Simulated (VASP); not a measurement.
Input for VASP

KPOINTS:
```
K-points
0
gamma
  6 6 2
```

**INCAR**
```
! general
SYSTEM =PbSe
PREC   =Accurate
ENCUT  =400
LREAL  =F
LASPH  =T

! electronic loop
EDIFF  =1E-7
NELM   =100
ALGO   =Normal
LMAXMIX=4

! smearing
ISMEAR =-5

! functional
GGA    =PS

! ions
ISIF   =2

! output
LWAVE  =F
LCHARG =T
LORBIT =11
NEDOS  =601

! other
LEFG   =T
```

File POSCAR:
```
PbSe
4.3222860
  0.9999942716   0.0011348474   0.0031566317
 -0.0011800477   1.0002216970   0.0048573302
 -0.4908490033  -0.4876533420   2.7052669538
Pb Se
2 2
direct
  0.8009385374   0.8120318283   0.6166326710
  0.1877244580   0.2012467653   0.3824332845
  0.2995904227   0.3187375201   0.6213020114
  0.6815965818   0.7040938864   0.3776620330
```

POTCAR, in this order: Pb_d Se (PBE.64 set). Program: vasp_std.

Task: Write an equivalent input for Quantum ESPRESSO's pw.x.

Result: One equivalent input (not run):
```
&CONTROL
  calculation = 'scf'
  pseudo_dir = './pseudo'
  outdir = './out'
  tprnfor = .true.
  tstress = .true.
/
&SYSTEM
  ibrav = 0
  nat = 4
  ntyp = 2
  ecutwfc = 86
  occupations = 'tetrahedra'
  input_dft = 'pbesol'
/
&ELECTRONS
  conv_thr = 7.3e-09
  electron_maxstep = 100
/
ATOMIC_SPECIES
  Pb 207.200 Pb.upf
  Se 78.971 Se.upf
CELL_PARAMETERS angstrom
     4.3222612    0.0049051    0.0136439
    -0.0051005    4.3232442    0.0209948
    -2.1215898   -2.1077772   11.6929375
ATOMIC_POSITIONS crystal
  Pb   0.8009385  0.8120318  0.6166327
  Pb   0.1877245  0.2012468  0.3824333
  Se   0.2995904  0.3187375  0.6213020
  Se   0.6815966  0.7040939  0.3776620
K_POINTS automatic
  6 6 2 0 0 0
```
Limits of the translation: the potentials are each code's own (VASP's PAW set, PseudoDojo norm-conserving files in pw.x), so ENCUT and ecutwfc are chosen apart and not converted; conv_thr bounds pw.x's estimated SCF error, while EDIFF bounds the energy change between steps; the field gradients of LEFG aren't asked of the other code.

The cell is a sheet with vacuum, built from a database entry that may be metastable or hypothetical.
